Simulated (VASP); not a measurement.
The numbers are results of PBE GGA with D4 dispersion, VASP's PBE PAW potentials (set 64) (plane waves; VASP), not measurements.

A VASP calculation is set up with these files.

### POSCAR
```
HfC
1
    0.0000000000     2.3200000000     2.3200000000
    2.3200000000     0.0000000000     2.3200000000
    2.3200000000     2.3200000000     0.0000000000
Hf C
1 1
Direct
  0.0000000000   0.0000000000   0.0000000000
  0.5000000000   0.5000000000   0.5000000000
```

### KPOINTS
```
Automatic mesh
0
Gamma
12 12 12
0 0 0
```

INCAR:
```
SIGMA  =  0.1   # width (eV)
ENCUT  =  520
LREAL  =  .FALSE.   # projection in real space or not
ISMEAR  =  1
PREC  =  Accurate
ALGO  =  Normal   # blocked Davidson
EDIFFG  =  -0.01
IVDW  =  13
LWAVE  =  .FALSE.
LMAXMIX  =  6   # l cut-off of mixed one-centre charges
LASPH  =  .TRUE.   # aspherical one-centre terms
EDIFF  =  1E-6   # SCF stop (eV)
LCHARG  =  .FALSE.
IBRION  =  2
NELM  =  100   # most electronic steps
GGA  =  PE
NSW  =  60   # most ionic steps
SYSTEM  =  HfC
ISIF  =  3   # ions, shape and volume
```

POTCAR, in this order: Hf_pv C (PBE.64 set). Program: vasp_std.

What VASP printed:

### OSZICAR
```
       N       E                     dE             d eps       ncg     rms          rms(c)
DAV:   1     0.235421460998E+02    0.23542E+02   -0.77388E+03  1584   0.121E+03
DAV:   2    -0.225082606702E+02   -0.46050E+02   -0.43206E+02  2157   0.209E+02
DAV:   3    -0.242047728706E+02   -0.16965E+01   -0.16833E+01  2029   0.310E+01
DAV:   4    -0.242186578701E+02   -0.13885E-01   -0.13814E-01  1906   0.309E+00
DAV:   5    -0.242188281844E+02   -0.17031E-03   -0.17025E-03  2134   0.285E-01    0.578E+01
DAV:   6    -0.211215511662E+02    0.30973E+01   -0.20285E+01  1781   0.232E+01    0.412E+01
DAV:   7    -0.210580855872E+02    0.63466E-01   -0.64938E-01  1854   0.617E+00    0.248E+01
DAV:   8    -0.210519869458E+02    0.60986E-02   -0.57846E-02  1773   0.238E+00    0.581E+00
DAV:   9    -0.210457060532E+02    0.62809E-02   -0.30665E-02  1788   0.104E+00    0.184E+00
DAV:  10    -0.210454965249E+02    0.20953E-03   -0.87094E-04  1888   0.256E-01    0.409E-01
DAV:  11    -0.210454828071E+02    0.13718E-04   -0.22037E-04  1799   0.104E-01    0.557E-02
DAV:  12    -0.210454806724E+02    0.21347E-05   -0.71208E-06  1843   0.245E-02    0.678E-02
DAV:  13    -0.210454798709E+02    0.80154E-06   -0.49495E-07   906   0.737E-03
   1 F= -.21548655E+02 E0= -.21548596E+02  d E =-.215487E+02
       N       E                     dE             d eps       ncg     rms          rms(c)
DAV:   1    -0.210561200761E+02   -0.10639E-01   -0.89122E-01  1584   0.923E+00    0.292E+00
DAV:   2    -0.210341687472E+02    0.21951E-01   -0.28004E-02  1602   0.172E+00    0.156E+00
DAV:   3    -0.210258277193E+02    0.83410E-02   -0.25588E-02  1632   0.147E+00    0.990E-01
DAV:   4    -0.210258915613E+02   -0.63842E-04   -0.38545E-04  1933   0.207E-01    0.122E+00
DAV:   5    -0.210258225642E+02    0.68997E-04   -0.14879E-04  1889   0.102E-01    0.127E-01
DAV:   6    -0.210258114518E+02    0.11112E-04   -0.30042E-05  1831   0.355E-02    0.399E-02
DAV:   7    -0.210258122577E+02   -0.80594E-06   -0.89472E-07   933   0.928E-03
   2 F= -.21544677E+02 E0= -.21544636E+02  d E =0.397740E-02
       N       E                     dE             d eps       ncg     rms          rms(c)
DAV:   1    -0.210538825493E+02   -0.28071E-01   -0.35574E-01  1584   0.583E+00    0.186E+00
DAV:   2    -0.210451170362E+02    0.87655E-02   -0.11484E-02  1596   0.110E+00    0.100E+00
DAV:   3    -0.210417590479E+02    0.33580E-02   -0.10327E-02  1628   0.922E-01    0.624E-01
DAV:   4    -0.210417840317E+02   -0.24984E-04   -0.14945E-04  1928   0.129E-01    0.751E-01
DAV:   5    -0.210417438085E+02    0.40223E-04   -0.59155E-05  1906   0.645E-02    0.108E-01
DAV:   6    -0.210417356386E+02    0.81699E-05   -0.13884E-05  1846   0.237E-02    0.288E-02
DAV:   7    -0.210417356850E+02   -0.46413E-07   -0.31703E-07   819   0.580E-03
   3 F= -.21550589E+02 E0= -.21550538E+02  d E =-.193421E-02
```

**OUTCAR**
```
------------------------ aborting loop because EDIFF is reached ----------------------------------------
  Edisp (eV):   -0.50885
  FORCE on cell =-STRESS in cart. coord.  units (eV):
  Direction    XX          YY          ZZ          XY          YZ          ZX
  --------------------------------------------------------------------------------------
  Total      -0.00123    -0.00123    -0.00123     0.00000     0.00000    -0.00000
  in kB      -0.07978    -0.07978    -0.07978     0.00000     0.00000    -0.00000
  external pressure =       -0.08 kB  Pullay stress =        0.00 kB
  volume of cell :       24.72
      direct lattice vectors                 reciprocal lattice vectors
     0.000000000  2.312199902  2.312199902    -0.216244279  0.216244279  0.216244279
     2.312199902  0.000000000  2.312199902     0.216244279 -0.216244279  0.216244279
     2.312199902  2.312199902  0.000000000     0.216244279  0.216244279 -0.216244279
 POSITION                                       TOTAL-FORCE (eV/Angst)
 -----------------------------------------------------------------------------------
      0.00000      0.00000      0.00000        -0.000000      0.000000      0.000000
      2.31220      2.31220      2.31220         0.000000     -0.000000     -0.000000
 -----------------------------------------------------------------------------------
    total drift:                                0.000000     -0.000000     -0.000000
  FREE ENERGIE OF THE ION-ELECTRON SYSTEM (eV)
  ---------------------------------------------------
  free  energy   TOTEN  =       -21.5505888926 eV

  energy  without entropy=      -21.5504350683  energy(sigma->0) =      -21.55053762

 reached required accuracy - stopping structural energy minimisation
```
(Selected blocks of OUTCAR.)

### CONTCAR
```
HfC
   1.00000000000000
     0.0000000000000000    2.3121999018219430    2.3121999018219430
     2.3121999018219430    0.0000000000000000    2.3121999018219430
     2.3121999018219430    2.3121999018219430    0.0000000000000000
  Hf              C
     1     1
Direct
     0.0000000000000000    0.0000000000000000    0.0000000000000000
     0.5000000000000000    0.5000000000000000    0.5000000000000000
```

### OUTCAR
```
 val. band max:        6.0011285478   @ k =   0.5000   0.5000   0.0000

 cond. band min:       6.1519073400   @ k =   0.4167   0.3333   0.0000


 Fermi energy:         6.1241592307

 k-point     1 :       0.0000    0.0000    0.0000
  band No.  band energies     occupation
      1     -23.4092      2.00000
      2     -23.4092      2.00000
      3     -23.4092      2.00000
      4      -6.3120      2.00000
      5       7.0897     -0.00000
      6       7.0897     -0.00000
      7       7.0897     -0.00000
      8       7.4781     -0.00000
      9       7.4781     -0.00000
     10       7.4781     -0.00000
     11       9.5242      0.00000

 k-point     2 :       0.0833    0.0000    0.0000
  band No.  band energies     occupation
      1     -23.4609      2.00000
      2     -23.4141      2.00000
      3     -23.4141      2.00000
      4      -6.1332      2.00000
      5       5.9912      2.06798
      6       6.3056     -0.02778
      7       6.3056     -0.02778
      8       7.8037     -0.00000
      9       7.8037     -0.00000
     10       8.1469      0.00000
     11      10.3519      0.00000

 k-point     3 :       0.1667    0.0000    0.0000
  band No.  band energies     occupation
      1     -23.5991      2.00000
      2     -23.4275      2.00000
      3     -23.4275      2.00000
      4      -5.6227      2.00000
      5       4.5118      2.00000
      6       5.2256      2.00000
      7       5.2256      2.00000
      8       8.3547      0.00000
      9       8.3547      0.00000
     10       8.6376      0.00000
     11      11.9573      0.00000

 k-point     4 :       0.2500    0.0000    0.0000
  band No.  band energies     occupation
      1     -23.7817      2.00000
      2     -23.4456      2.00000
      3     -23.4456      2.00000
      4      -4.8514      2.00000
      5       3.0200      2.00000
      6       4.2975      2.00000
      7       4.2975      2.00000
      8       9.1146      0.00000
      9       9.1668      0.00000
...
```

Unless said otherwise, spin-orbit coupling is left out, though it shifts the bands of the heavy elements here.

The compound is HfC in the rock salt structure. This run relaxes it. Symmetry was kept, so distortions that lower it aren't found.
